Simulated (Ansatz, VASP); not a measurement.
**TaSeF in VASP and in Ansatz**

```
CELL_PARAMETERS angstrom
3.66980 0.00000 0.00000
0.00000 3.66980 0.00000
0.00000 0.00000 4.14531
ATOMIC_POSITIONS crystal
Ta 0.00000 0.00000 0.50000
Se 0.50000 0.50000 0.50000
F 0.00000 0.00000 0.00000
```

The cell was built by a generator and needn't be a form met in nature.

Alike in both runs: task relaxation of cell and atoms; functional PBE; k mesh 5 × 5 × 5; occupations fermi-dirac, width 0.05 eV; spin-orbit coupling, no magnetisation.

```csv
,VASP,Ansatz
version,VASP 6.6.1,Ansatz 0.2.0
potentials or method,"VASP PAW PBE potentials, release 64 (Ta_pv, Se, F)",Ansatz PAW
plane-wave cutoff (eV),600,420
valence electrons in the cell,24,36
```

Ansatz gave:

- gap on the k mesh at the Fermi level, each at its own relaxed structure (eV): none
- relaxed volume (Å³/atom): 18.64
- relaxed cell length with the largest relative difference (Å): 4.156

**Question.** Which values does VASP return?

**Answer.** gap on the k mesh at the Fermi level, each at its own relaxed structure (eV): none; relaxed volume (Å³/atom): 18.71; relaxed cell length with the largest relative difference (Å): 4.162.

A gap of «none» marks a metal or a gap that the smearing closes. The two sets of potentials don't hold the same shells in valence.

Caveats: the plane-wave basis is chosen anew once the cell has moved, so the energies of steps on either side of that aren't comparable (Ansatz).
